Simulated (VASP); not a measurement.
Here is the system:

```
Au
1.0
    0.00000     2.01939     2.01939
    2.01939     0.00000     2.01939
    2.01939     2.01939     0.00000
Au
1
Cartesian
  0.00000   0.00000   0.00000
```

The numbers are results of PBEsol GGA, VASP's PBE PAW potentials (set 64) (plane waves; VASP), not measurements. Numerical set-up: 520 eV cut-off, 15×15×15 Γ-centred mesh, first-order Methfessel-Paxton smearing of 0.10 eV, potentials Au.

**Question.** Give the stress tensor in GPa (positive for a compressed cell).

**Answer.** 
```
5.72  0.00  0.00
0.00  5.72  0.00
0.00  0.00  5.72
```
The pressure is its mean diagonal, 5.72 GPa.

The compound is Au in the fcc structure. This cell is one point of a volume scan, at 0.97 of the reference volume.
